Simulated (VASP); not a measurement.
Band gaps of ZrPbO3 (space group Pm-3m) from VASP (PAW), without and with spin-orbit coupling. Semilocal levels are at their own relaxed cell, hybrids and mBJ at PBE's; 0.00 means no gap at that level.  Unless said otherwise, spin-orbit coupling is left out, though it shifts the bands of the heavy elements here.

The cell of the PBEsol run:

```cif
data_O3PbZr
_chemical_formula_sum 'Zr1 Pb1 O3'
_space_group_name_H-M_alt 'P 1'
_space_group_IT_number 1
_cell_length_a 4.14416
_cell_length_b 4.14416
_cell_length_c 4.14416
_cell_angle_alpha 90.000
_cell_angle_beta 90.000
_cell_angle_gamma 90.000
loop_
_space_group_symop_operation_xyz
  'x, y, z'
loop_
_atom_site_label
_atom_site_type_symbol
_atom_site_fract_x
_atom_site_fract_y
_atom_site_fract_z
_atom_site_occupancy
Zr1 Zr 0.00000 0.00000 0.00000 1
Pb1 Pb 0.50000 0.50000 0.50000 1
O1 O 0.50000 0.00000 0.00000 1
O2 O 0.00000 0.50000 0.00000 1
O3 O 0.00000 0.00000 0.50000 1
```

```
level   gap without SOC (eV)  gap with SOC (eV)  shift (eV)
------  --------------------  -----------------  ----------
PBEsol                  2.32                ___         ___
```

Task: Fill in the missing entries.

Result: 
- PBEsol, gap with SOC (eV): 2.08
- PBEsol, shift (eV): -0.24

Only levels that ran to the end are used. Left out are those held back, those with too coarse a band path, GW runs whose mesh misses a band edge, hybrids' fits of cells that aren't cubic and levels without matching references; a question may draw on a part of the rest.

The structure comes from a computed database's ZrPbO3 entry (Pm-3m); how it stands against other phases isn't given here. It was relaxed first. Symmetry was kept, so distortions that lower it aren't found.
